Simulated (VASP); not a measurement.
Output of a VASP run:

### OSZICAR
```
       N       E                     dE             d eps       ncg     rms          rms(c)
DAV:   1     0.249526321563E+03    0.24953E+03   -0.12789E+04  3286   0.132E+03
DAV:   2     0.111482901868E+02   -0.23838E+03   -0.23482E+03  3311   0.381E+02
DAV:   3    -0.722992759935E+01   -0.18378E+02   -0.18102E+02  3745   0.132E+02
DAV:   4    -0.776007769124E+01   -0.53015E+00   -0.52930E+00  3621   0.247E+01
DAV:   5    -0.778308649470E+01   -0.23009E-01   -0.23007E-01  4457   0.422E+00    0.102E+00
DAV:   6    -0.778281181151E+01    0.27468E-03   -0.14479E-02  3859   0.126E+00    0.631E-01
DAV:   7    -0.778327326878E+01   -0.46146E-03   -0.10090E-02  3452   0.113E+00    0.856E-02
DAV:   8    -0.778343904735E+01   -0.16578E-03   -0.10772E-03  3490   0.359E-01    0.272E-02
DAV:   9    -0.778347077298E+01   -0.31726E-04   -0.68108E-05  4210   0.815E-02    0.995E-03
DAV:  10    -0.778347020843E+01    0.56454E-06   -0.76669E-06  2743   0.290E-02
   1 F= -.77834702E+01 E0= -.77788639E+01  d E =-.921263E-02
```

### OUTCAR
```
------------------------ aborting loop because EDIFF is reached ----------------------------------------
  FORCE on cell =-STRESS in cart. coord.  units (eV):
  Direction    XX          YY          ZZ          XY          YZ          ZX
  --------------------------------------------------------------------------------------
  Total       -0.2658135     -0.4435583     -0.4239379      0.0000000      0.0000000      0.0590547
  in kB       -5.7511915     -9.5969128     -9.1724016      0.0000000      0.0000000      1.2777200
  external PRESSURE =      -8.1735020 kB  Pullay stress =       0.0000000 kB
  volume of cell :       74.05
      direct lattice vectors                 reciprocal lattice vectors
     4.227057000 -2.308442000  0.000000000     0.118285606 -0.216596302 -0.092473574
     4.227057000  2.308442000  0.000000000     0.118285606  0.216596302 -0.092473574
     2.966391000  0.000000000  3.794396000     0.000000000  0.000000000  0.263546557
 POSITION                                       TOTAL-FORCE (eV/Angst)
 -----------------------------------------------------------------------------------
      2.67240      0.00000      0.88789        -0.016127      0.000000     -0.005358
      8.74811      0.00000      2.90651         0.016127      0.000000      0.005358
 -----------------------------------------------------------------------------------
    total drift:                               -0.000000      0.000000     -0.000000
  FREE ENERGIE OF THE ION-ELECTRON SYSTEM (eV)
  ---------------------------------------------------
  free  energy   TOTEN  =        -7.7834702084 eV

  energy  without entropy=       -7.7742575814  energy(sigma->0) =       -7.77886389
```
(Selected blocks of OUTCAR.)

### POSCAR
```
Bi
1
    4.2270570000    -2.3084420000     0.0000000000
    4.2270570000     2.3084420000     0.0000000000
    2.9663910000     0.0000000000     3.7943960000
Bi
2
Direct
  0.2340000000   0.2340000000   0.2340000000
  0.7660000000   0.7660000000   0.7660000000
```

Q: Write an INCAR and KPOINTS that could have produced this output.

A: Several could match; the one computed here: the input of the run itself, PBE GGA, plane waves, VASP's PBE PAW potentials (set 64).

### INCAR
```
ALGO = Normal
EDIFF = 1E-6
ENCUT = 300
GGA = PE
ISIF = 2
ISMEAR = 0
LASPH = T
LCHARG = F
LMAXMIX = 4
LREAL = F
LWAVE = F
NELM = 100
PREC = Accurate
SIGMA = 0.272
SYSTEM = Bi
```

File KPOINTS:
```
Automatic mesh
0
Gamma
9 9 9
0 0 0
```

POTCAR, in this order: Bi_d (PBE.64 set). Program: vasp_std.

At this cut-off the stress carries a Pulay error, which pulls relaxed volumes low.

The structure is a typed Bi crystal. The cell was not relaxed at this level.
